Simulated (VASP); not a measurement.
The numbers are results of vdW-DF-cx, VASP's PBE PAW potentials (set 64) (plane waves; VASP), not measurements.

VASP ran on this input.

INCAR:
```
SYSTEM = La
PREC = Accurate
ENCUT = 520
EDIFF = 1E-7
NELM = 100
ALGO = Normal
LREAL = .FALSE.
LASPH = .TRUE.
ISMEAR = 0
SIGMA = 0.05
GGA = CX
LUSE_VDW = .TRUE.
AGGAC = 0.0
LMAXMIX = 6
LWAVE = .FALSE.
LCHARG = .FALSE.
LORBIT = 11
ICHARG = 11
```

File POSCAR:
```
La
3.6714610
  0.4999999742  -0.8660254161   0.0000000000
  0.4999999742   0.8660254161   0.0000000000
  0.0000000000   0.0000000000   3.1919009423
La
4
Direct
  0.0000000000   0.0000000000   0.5000000000
  0.0000000000   0.0000000000   0.0000000000
  0.3333330000   0.6666670000   0.2500000000
  0.6666670000   0.3333330000   0.7500000000
```

KPOINTS:
```
k-points along high-symmetry lines
10
Line-mode
Reciprocal
  0.000000   0.000000   0.000000 ! GAMMA
 -0.000000   0.500000   0.000000 ! M

 -0.000000   0.500000   0.000000 ! M
 -0.333333   0.666667   0.000000 ! K

 -0.333333   0.666667   0.000000 ! K
  0.000000   0.000000   0.000000 ! GAMMA

  0.000000   0.000000   0.000000 ! GAMMA
  0.000000   0.000000   0.500000 ! A

  0.000000   0.000000   0.500000 ! A
 -0.000000   0.500000   0.500000 ! L

 -0.000000   0.500000   0.500000 ! L
 -0.333333   0.666667   0.500000 ! H

 -0.333333   0.666667   0.500000 ! H
  0.000000   0.000000   0.500000 ! A

 -0.000000   0.500000   0.500000 ! L
 -0.000000   0.500000   0.000000 ! M

 -0.333333   0.666667   0.500000 ! H
 -0.333333   0.666667   0.000000 ! K
```

POTCAR, in this order: La (PBE.64 set). Program: vasp_std. Read from the step before: CHGCAR.

Output

**OUTCAR**
```
 ion  position               nearest neighbor table
   1  0.000  0.000  0.500-   3 3.62   4 3.62   4 3.62   3 3.62   4 3.62   3 3.62
   2  0.000  0.000  0.000-   3 3.62   4 3.62   4 3.62   3 3.62   4 3.62   3 3.62
   3  0.333  0.667  0.250-   1 3.62   2 3.62   1 3.62   2 3.62   1 3.62   2 3.62
   4  0.667  0.333  0.750-   1 3.62   2 3.62   1 3.62   2 3.62   1 3.62   2 3.62
  LATTYP: Found a hexagonal cell.
 ALAT       =     3.6714609917
 C/A-ratio  =     3.1919009495
 Subroutine PRICEL returns:
 Original cell was already a primitive cell.
 Subroutine GETGRP returns: Found 24 space group operations
The static configuration has the point symmetry D_3d.
 The point group associated with its full space group is D_6h.
The dynamic configuration has the point symmetry D_3d.
 Subroutine INISYM returns: Found 24 space group operations
   k-points           NKPTS =     90   k-points in BZ     NKDIM =     90   number of bands    NBANDS=     26
   number of dos      NEDOS =    301   number of ions     NIONS =      4
   total plane-waves  NPLWV =  70560
   dimension x,y,z NGX =    28 NGY =   28 NGZ =   90
   dimension x,y,z NGXF=    56 NGYF=   56 NGZF=  180
   ions per type =               4
   PREC   = accura    normal or accurate (medium, high low for compatibility)
   ISTART =      0    job   : 0-new  1-cont  2-samecut
   ICHARG =     11    charge: 1-file 2-atom 10-const
   ISPIN  =      1    spin polarized calculation?
...
```

OSZICAR:
```
       N       E                     dE             d eps       ncg     rms          rms(c)
DAV:   1     0.577390989804E+03    0.57739E+03   -0.15039E+04  4696   0.236E+03
DAV:   2     0.125277658802E+03   -0.45211E+03   -0.44644E+03  7192   0.457E+02
DAV:   3     0.539896252587E+01   -0.11988E+03   -0.11875E+03  8556   0.282E+02
DAV:   4    -0.989477851616E+01   -0.15294E+02   -0.14974E+02  8646   0.101E+02
DAV:   5    -0.118262647341E+02   -0.19315E+01   -0.18614E+01  9160   0.324E+01
DAV:   6    -0.120933777309E+02   -0.26711E+00   -0.25489E+00  9080   0.110E+01
DAV:   7    -0.121300528857E+02   -0.36675E-01   -0.35695E-01  9000   0.351E+00
DAV:   8    -0.121356480039E+02   -0.55951E-02   -0.55073E-02  9168   0.122E+00
DAV:   9    -0.121365637024E+02   -0.91570E-03   -0.90300E-03  8952   0.382E-01
DAV:  10    -0.121367424344E+02   -0.17873E-03   -0.17496E-03  9184   0.141E-01
DAV:  11    -0.121367821238E+02   -0.39689E-04   -0.37803E-04  7400   0.496E-02
DAV:  12    -0.121367921967E+02   -0.10073E-04   -0.94203E-05  6824   0.209E-02
DAV:  13    -0.121367949725E+02   -0.27758E-05   -0.25529E-05  6208   0.872E-03
DAV:  14    -0.121367956914E+02   -0.71890E-06   -0.68489E-06  4936   0.473E-03
DAV:  15    -0.121367958696E+02   -0.17816E-06   -0.17477E-06  4744   0.294E-03
DAV:  16    -0.121367959108E+02   -0.41260E-07   -0.39430E-07  4512   0.217E-03
   1 F= -.12136796E+02 E0= -.12134250E+02  d E =-.509104E-02
```

OUTCAR:
```
 val. band max:        8.7497273638   @ k =  -0.2222   0.6111   0.5000

 cond. band min:       8.7615686008   @ k =  -0.2222   0.6111   0.0000



 k-point     1 :       0.0000    0.0000    0.0000
  band No.  band energies     occupation
      1     -24.1656      2.00000
      2     -24.0262      2.00000
      3     -24.0174      2.00000
      4     -23.8710      2.00000
      5      -8.7583      2.00000
      6      -7.9171      2.00000
      7      -7.9118      2.00000
      8      -7.2359      2.00000
      9      -7.2359      2.00000
     10      -7.1192      2.00000
     11      -7.1192      2.00000
     12      -7.1075      2.00000
     13      -7.1075      2.00000
     14      -6.9866      2.00000
     15      -6.9866      2.00000
     16      -6.9362      2.00000
     17       5.4908      2.00000
     18       6.7410      2.00000
     19       6.8449      2.00000
     20       6.8467      2.00000
     21       9.1821      0.00000
     22       9.3398      0.00000
     23       9.8697      0.00000
     24       9.8737      0.00000
     25       9.9506      0.00000
     26      10.0303      0.00000

 k-point     2 :       0.0000    0.0556    0.0000
  band No.  band energies     occupation
      1     -24.1589      2.00000
      2     -24.0212      2.00000
      3     -24.0124      2.00000
      4     -23.8681      2.00000
      5      -8.7422      2.00000
      6      -7.9226      2.00000
      7      -7.9174      2.00000
      8      -7.2783      2.00000
      9      -7.2497      2.00000
     10      -7.1486      2.00000
     11      -7.1377      2.00000
     12      -7.1286      2.00000
     13      -7.1169      2.00000
     14      -7.0303      2.00000
     15      -6.9913      2.00000
     16      -6.9435      2.00000
     17       5.5835      2.00000
     18       6.8268      2.00000
     19       6.9330      2.00000
     20       6.9332      2.00000
     21       9.0365      0.00000
     22       9.2550      0.00000
     23       9.5720      0.00000
...
```

The density is held fixed in this step, so its total energy and stress have no physical meaning.

The compound is La in the dhcp structure. It was relaxed first, which changed the volume by -9 %.
